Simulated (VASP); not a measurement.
Calculation: PBEsol GGA, VASP's PBE PAW potentials (set 64) (plane waves; VASP).

Input for VASP

**INCAR**
```
ALGO = Normal
EDIFF = 1E-6
EDIFFG = -0.02
ENCUT = 520
GGA = PS
IBRION = 2
ISIF = 3
ISMEAR = 0
LASPH = .TRUE.
LCHARG = .FALSE.
LMAXMIX = 4
LREAL = .FALSE.
LWAVE = .FALSE.
NELM = 100
NSW = 60
PREC = Accurate
SIGMA = 0.05
SYSTEM = Sr3SbN
```

POSCAR:
```
Sr3SbN
1
    5.1373562969     0.0000000000    -0.0000000000
    0.0000000000     5.1373562969     0.0000000000
    0.0000000000     0.0000000000     5.1373562969
Sr Sb N
3 1 1
Direct
  0.0000000000   0.5000000000   0.5000000000
  0.5000000000   0.0000000000   0.5000000000
  0.5000000000   0.5000000000   0.0000000000
  0.0000000000   0.0000000000   0.0000000000
  0.5000000000   0.5000000000   0.5000000000
```

**KPOINTS**
```
Automatic mesh
0
Gamma
4 4 4
0 0 0
```

POTCAR, in this order: Sr_sv Sb N (PBE.64 set). Program: vasp_std.

Question: What will the output report for the number of irreducible k-points (NKPTS), number of bands (NBANDS), largest plane-wave count, number of space-group operations, FFT grid (NGX, NGY, NGZ)?

Answer: 
| Property | Value |
|---|---|
| number of irreducible k-points (NKPTS) | 10 |
| number of bands (NBANDS) | 24 |
| largest plane-wave count | 3743 |
| number of space-group operations | 48 |
| FFT grid (NGX, NGY, NGZ) | 40 × 40 × 40 |

The structure comes from a computed database's Sr3SbN entry (Pm-3m); how it stands against other phases isn't given here. This run relaxes it. Symmetry was kept, so distortions that lower it aren't found. The start is the result of an earlier pass.
